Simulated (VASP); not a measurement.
All values below come from r2SCAN meta-GGA, VASP's PBE PAW potentials (set 64) (plane waves; VASP).

A VASP calculation is set up with these files.

File KPOINTS:
```
Regular mesh
0
gamma
  5 5 2
```

**INCAR**
```
SYSTEM = HgTe
PREC = Accurate; ENCUT = 400; LREAL = F
LASPH = T
EDIFF = 1E-6; NELM = 100; ALGO = Normal
LMAXMIX = 6; LMIXTAU = T
ISMEAR = 0; SIGMA = 0.05
METAGGA = R2SCAN
IBRION = 2; NSW = 60; ISIF = 3
EDIFFG = -0.02
LWAVE = F; LCHARG = F
```

File POSCAR:
```
HgTe
1.0
  4.6612031669   0.0000000075   0.0000000000
 -2.3306020726   4.0367199250   0.0000000000
  0.0000000000   0.0000000000  10.3972011333
Hg Te
3 3
Direct
  0.6860216466   0.0000000001   0.6666670000
  0.0000000001   0.6860216466   0.3333330000
  0.3139783533   0.3139783533   0.0000000000
  0.5144499524   1.0000000000   0.1666670000
  0.9999999999   0.5144499524   0.8333330000
  0.4855500476   0.4855500476   0.5000000000
```

POTCAR, in this order: Hg Te (PBE.64 set). Program: vasp_std.

What VASP printed:

OUTCAR:
```
 ion  position               nearest neighbor table
   1  0.686  0.000  0.667-   5 2.72   6 2.72   5 3.33   6 3.33   5 3.69   6 3.69
   2  0.000  0.686  0.333-   4 2.72   6 2.72   4 3.33   6 3.33   4 3.69   6 3.69
   3  0.314  0.314  0.000-   4 2.72   5 2.72   4 3.33   5 3.33   5 3.69   4 3.69
   4  0.514  0.000  0.167-   2 2.72   3 2.72   2 3.33   3 3.33   2 3.69   3 3.69
   5  1.000  0.514  0.833-   1 2.72   3 2.72   1 3.33   3 3.33   1 3.69   3 3.69
   6  0.486  0.486  0.500-   1 2.72   2 2.72   1 3.33   2 3.33   2 3.69   1 3.69
  LATTYP: Found a hexagonal cell.
 ALAT       =     4.6612031669
 C/A-ratio  =     2.2305831265
 Subroutine PRICEL returns:
 Original cell was already a primitive cell.
 Subroutine GETGRP returns: Found  6 space group operations
The static configuration has the point symmetry C_2 .
 The point group associated with its full space group is D_3 .
The dynamic configuration has the point symmetry C_2 .
 Subroutine INISYM returns: Found  6 space group operations
 Subroutine IBZKPT returns following result:
 Found     10 irreducible k-points:

 Following reciprocal coordinates:
            Coordinates               Weight
  0.000000  0.000000  0.000000      1.000000
  0.200000  0.000000  0.000000      6.000000
  0.400000  0.000000  0.000000      6.000000
  0.200000  0.200000  0.000000      6.000000
  0.400000  0.200000  0.000000      6.000000
  0.000000  0.000000  0.500000      1.000000
  0.200000  0.000000  0.500000      6.000000
  0.400000  0.000000  0.500000      6.000000
  0.200000  0.200000  0.500000      6.000000
  0.400000  0.200000  0.500000      6.000000
   k-points           NKPTS =     10   k-points in BZ     NKDIM =     10   number of bands    NBANDS=     32
   number of dos      NEDOS =    301   number of ions     NIONS =      6
   total plane-waves  NPLWV =  63000
   dimension x,y,z NGX =    30 NGY =   30 NGZ =   70
   dimension x,y,z NGXF=    60 NGYF=   60 NGZF=  140
   ions per type =               3   3
   PREC   = accura    normal or accurate (medium, high low for compatibility)
   ISTART =      0    job   : 0-new  1-cont  2-samecut
...
```

**OSZICAR**
```
       N       E                     dE             d eps       ncg     rms          rms(c)
DAV:   1     0.957217282746E+02    0.95722E+02   -0.21180E+04   640   0.122E+03
DAV:   2    -0.223274555241E+03   -0.31900E+03   -0.31301E+03   728   0.307E+02
DAV:   3    -0.240343856514E+03   -0.17069E+02   -0.16998E+02   776   0.711E+01
DAV:   4    -0.240535376271E+03   -0.19152E+00   -0.19147E+00   736   0.724E+00
DAV:   5    -0.240537465849E+03   -0.20896E-02   -0.20895E-02   792   0.782E-01    0.115E+01
DAV:   6    -0.232159507212E+03    0.83780E+01   -0.80873E+00   664   0.285E+01    0.118E+01
DAV:   7    -0.230287984941E+03    0.18715E+01   -0.43971E-01   672   0.495E+00    0.866E+00
DAV:   8    -0.227638741543E+03    0.26492E+01   -0.46110E-01   640   0.449E+00    0.253E+00
DAV:   9    -0.224907394237E+03    0.27313E+01   -0.94491E-01   696   0.535E+00    0.908E-01
DAV:  10    -0.225072821233E+03   -0.16543E+00   -0.46034E-02   672   0.119E+00    0.813E-01
DAV:  11    -0.225118798345E+03   -0.45977E-01   -0.71362E-03   760   0.413E-01    0.714E-01
DAV:  12    -0.225232592746E+03   -0.11379E+00   -0.91240E-02   704   0.133E+00    0.265E-01
DAV:  13    -0.225207237204E+03    0.25356E-01   -0.90796E-02   704   0.158E+00    0.477E-01
DAV:  14    -0.225228905757E+03   -0.21669E-01   -0.70879E-03   648   0.448E-01    0.451E-01
DAV:  15    -0.225243819841E+03   -0.14914E-01   -0.38525E-03   696   0.370E-01    0.335E-01
DAV:  16    -0.225252362007E+03   -0.85422E-02   -0.14994E-02   680   0.595E-01    0.635E-02
DAV:  17    -0.225252027940E+03    0.33407E-03   -0.13191E-03   696   0.188E-01    0.106E-01
DAV:  18    -0.225252617784E+03   -0.58984E-03   -0.20121E-04   672   0.887E-02    0.594E-02
DAV:  19    -0.225252671904E+03   -0.54119E-04   -0.34731E-05   752   0.382E-02    0.395E-02
DAV:  20    -0.225252846823E+03   -0.17492E-03   -0.27932E-04   656   0.965E-02    0.541E-02
DAV:  21    -0.225252865124E+03   -0.18302E-04   -0.30277E-05   656   0.380E-02    0.111E-02
DAV:  22    -0.225252865518E+03   -0.39325E-06   -0.71869E-06   600   0.165E-02
   1 F= -.22525287E+03 E0= -.22525287E+03  d E =-.225253E+03
```

**OUTCAR**
```
------------------------ aborting loop because EDIFF is reached ----------------------------------------
  FORCE on cell =-STRESS in cart. coord.  units (eV):
  Direction    XX          YY          ZZ          XY          YZ          ZX
  --------------------------------------------------------------------------------------
  Total        0.0667538      0.0667538     -0.0013101     -0.0000000      0.0000000     -0.0000000
  in kB        0.5466931      0.5466929     -0.0107290     -0.0000001      0.0000000     -0.0000000
  external PRESSURE =       0.3608857 kB  Pullay stress =       0.0000000 kB
  volume of cell :      195.63
      direct lattice vectors                 reciprocal lattice vectors
     4.661203167  0.000000007  0.000000000     0.214536883  0.123862966  0.000000000
    -2.330602073  4.036719925  0.000000000    -0.000000000  0.247725881  0.000000000
     0.000000000  0.000000000 10.397201133     0.000000000  0.000000000  0.096179730
 POSITION                                       TOTAL-FORCE (eV/Angst)
 -----------------------------------------------------------------------------------
      3.19769      0.00000      6.93147         0.009395      0.000000     -0.000000
     -1.59884      2.76928      3.46573        -0.004698      0.008137      0.000000
      0.73176      1.26744      0.00000        -0.004698     -0.008137     -0.000000
      2.39796      0.00000      1.73287        -0.010087     -0.000000     -0.000000
      3.46223      2.07669      8.66433         0.005043     -0.008736     -0.000000
      1.13162      1.96003      5.19860         0.005043      0.008736     -0.000000
 -----------------------------------------------------------------------------------
    total drift:                                0.000883     -0.001866     -0.000019
  FREE ENERGIE OF THE ION-ELECTRON SYSTEM (eV)
  ---------------------------------------------------
  free  energy   TOTEN  =      -225.2528655176 eV

  energy  without entropy=     -225.2528655175  energy(sigma->0) =     -225.25286552

 reached required accuracy - stopping structural energy minimisation
```
(Selected blocks of OUTCAR.)

The structure was generated: HgTe was put into the cinnabar type (P3_221), which need not be its known phase. It was relaxed first, which changed the volume by -5 %. The start is the result of an earlier pass.
